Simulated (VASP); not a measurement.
```
CsPbCl3
1.0
    5.71098     0.00000     0.00000
    0.00000     5.71098     0.00000
    0.00000     0.00000     5.71098
Cs Pb Cl
1 1 3
Direct
  0.00000   0.00000   0.00000
  0.50000   0.50000   0.50000
  0.50000   0.00000   0.50000
  0.00000   0.50000   0.50000
  0.50000   0.50000   0.00000
```

These are PBE GGA, VASP's PBE PAW potentials (set 64) (plane waves; VASP) values and carry that method's errors. Numerical set-up: 300 eV cut-off, 5×5×5 Γ-centred mesh, Fermi-Dirac smearing of 0.020 eV, potentials Cs_sv Pb_d Cl.

Unless said otherwise, spin-orbit coupling is left out, though it shifts the bands of the heavy elements here.

Q: Give the energies of bands 13 to 25 at the high-symmetry points, in eV from the valence-band maximum.

A: 
```json
[
 {"band": "13", "Γ": "-6.48", "X": "-7.29", "M": "-7.85", "R": "-7.92"},
 {"band": "14", "Γ": "-4.13", "X": "-4.06", "M": "-3.93", "R": "-2.75"},
 {"band": "15", "Γ": "-4.13", "X": "-4.06", "M": "-2.94", "R": "-2.75"},
 {"band": "16", "Γ": "-4.13", "X": "-2.73", "M": "-2.42", "R": "-2.75"},
 {"band": "17", "Γ": "-2.21", "X": "-2.31", "M": "-2.42", "R": "-2.38"},
 {"band": "18", "Γ": "-2.21", "X": "-2.31", "M": "-2.38", "R": "-2.38"},
 {"band": "19", "Γ": "-2.21", "X": "-2.31", "M": "-2.38", "R": "-1.83"},
 {"band": "20", "Γ": "-2.13", "X": "-2.22", "M": "-2.38", "R": "-1.83"},
 {"band": "21", "Γ": "-2.13", "X": "-2.22", "M": "-1.84", "R": "-1.83"},
 {"band": "22", "Γ": "-2.13", "X": "-1.48", "M": "-0.72", "R": "0.00"},
 {"band": "23", "Γ": "3.62", "X": "3.13", "M": "2.69", "R": "2.17"},
 {"band": "24", "Γ": "4.67", "X": "4.94", "M": "2.69", "R": "2.17"},
 {"band": "25", "Γ": "4.67", "X": "5.40", "M": "5.03", "R": "2.17"}
]
```

The gap is direct, 2.17 eV, from the valence maximum at R to the conduction minimum at R.

The structure is a typed CsPbCl3 crystal (Pm-3m). The cell was not relaxed at this level.
